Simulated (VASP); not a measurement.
Ti2TeS:

```
Ti Te S
1.0
     3.77645    0.00000    0.00000
     0.00000    3.77645    0.00000
     0.00000    0.00000    7.34452
Ti Te S
2 1 1
Cartesian
  1.8882 1.8882 4.7629
  1.8882 1.8882 2.5816
  1.8882 1.8882 0.0000
  0.0000 0.0000 3.6723
```

The cell was built by a generator and needn't be a form met in nature.

- Program: VASP 6.6.1
- Task: relaxation of cell and atoms
- Functional: PBE
- Potentials or basis: VASP PAW PBE potentials, release 64 (Ti_sv, Te, S)
- Cutoff: 520 eV
- k mesh: 4 × 4 × 2
- Occupations: gaussian, width 0.15 eV
- Spin: no spin polarisation

At the start: pressure -5.0 GPa; volume 26.19 Å³/atom.

How do energy, volume and symmetry change on relaxing?

Over 20 steps the energy falls by 397.3 meV/atom and the volume is 20.03 Å³/atom (-23.5 %); space group P4/mmm (No. 123, to 0.05 Å).

The path:
```csv
step,energy change (eV),largest force (eV/Å),pressure (GPa),volume (Å³)
1,0.0000,0.3700,-5.05,104.74
2,-0.7501,0.2092,-3.20,92.50
3,4.0170,8.5242,71.74,59.17
4,37.9737,1.1578,2.33,88.11
5,0.0862,0.9137,2.89,87.17
6,-0.3188,4.2770,16.18,72.66
7,-1.0420,1.1699,0.65,85.86
8,-1.1128,2.1541,5.57,79.16
9,-1.1336,1.8006,5.12,81.36
10,-1.3613,1.7484,3.94,79.54
11,-1.3602,1.6695,4.52,78.93
12,-1.3668,1.7842,4.25,79.26
13,-1.5137,0.6489,-1.03,82.60
14,-1.5203,0.4452,-2.22,83.55
15,-1.5544,0.3314,-1.51,82.10
16,-1.5739,0.1673,-0.21,80.51
17,-1.5757,0.0708,0.39,79.85
18,-1.5871,0.0771,0.54,79.39
19,-1.5873,0.1012,0.70,79.32
20,-1.5893,0.0418,-0.15,80.13
```

Final structure:
```yaml
crystal:
  lattice:
    - [3.13458, 0.00000, 0.00000]
    - [0.00000, 3.13458, 0.00000]
    - [0.00000, 0.00000, 8.15549]
  atoms:
    - { symbol: Ti, position: [0.50000, 0.50000, 0.66527] }
    - { symbol: Ti, position: [0.50000, 0.50000, 0.33473] }
    - { symbol: Te, position: [0.50000, 0.50000, 0.00000] }
    - { symbol: S, position: [0.00000, 0.00000, 0.50000] }
```

Caveat: the k mesh is coarse (spacing up to 0.43 Å⁻¹), so the values aren't converged; the volume moved by over 15 % at a fixed basis, so the end points are rough; the relaxation stopped at a loose force limit of 0.08 eV/Å, so its end isn't a converged minimum.
